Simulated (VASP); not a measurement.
An input for Ansatz (written as the equivalent of a VASP run, and not itself run):

Ansatz 0.2 input:
```yaml
crystal:
  lattice:
    - [0.0000000, 2.2311423, 2.2311423]
    - [2.2311423, 0.0000000, 2.2311423]
    - [2.2311423, 2.2311423, 0.0000000]
  atoms:
    - { symbol: Hf, position: [1.0000000, 1.0000000, 0.0000000] }
    - { symbol: N, position: [0.5000000, 0.5000000, 0.5000000] }
kpoints:
  mp_grid: { grid: [13, 13, 13] }
hamiltonian:
  xc: lda
  pseudopotentials: { kind: paw }
scf:
  occupations: { method: methfessel_paxton, width: 0.1 }
  max_iter: 100
relax:
  max_steps: 60
  f_tol: 0.01
  cell: {}
output: { forces: true, stress: true, eigenvalues: true }
```

Q: Translate this input to VASP (INCAR, KPOINTS, POSCAR, choice of POTCAR).

A: One answer among several that fit: 
KPOINTS:
```
K-points
0
G
  13 13 13
0 0 0
```

INCAR:
```
SYSTEM = HfN
PREC = Accurate; ENCUT = 520; LREAL = .FALSE.
LASPH = .TRUE.
EDIFF = 1E-6; NELM = 100; ALGO = Normal
LMAXMIX = 6
ISMEAR = 1; SIGMA = 0.1
IBRION = 2; NSW = 60; ISIF = 3
EDIFFG = -0.01
LWAVE = .FALSE.; LCHARG = .FALSE.
```

**POSCAR**
```
HfN
1
    0.0000000000     2.2311423101     2.2311423101
    2.2311423101     0.0000000000     2.2311423101
    2.2311423101     2.2311423101     0.0000000000
Hf N
1 1
Direct
  1.0000000000   1.0000000000   0.0000000000
  0.5000000000   0.5000000000   0.5000000000
```

POTCAR, in this order: Hf_pv N (LDA.64 set). Program: vasp_std.

What does not carry over: each code has its own PAW files, so the cut-off isn't converted (ENCUT is set for VASP's; basis.ecutwfc is left out, and Ansatz then takes the one that its files recommend); Ansatz stops its SCF on the density residual and VASP on the energy change (EDIFF); Ansatz's lda is the Perdew-Wang form, while the LDA potentials of VASP carry Perdew-Zunger's.

The compound is HfN in the rock salt structure. It was relaxed first. The start is the result of an earlier pass.
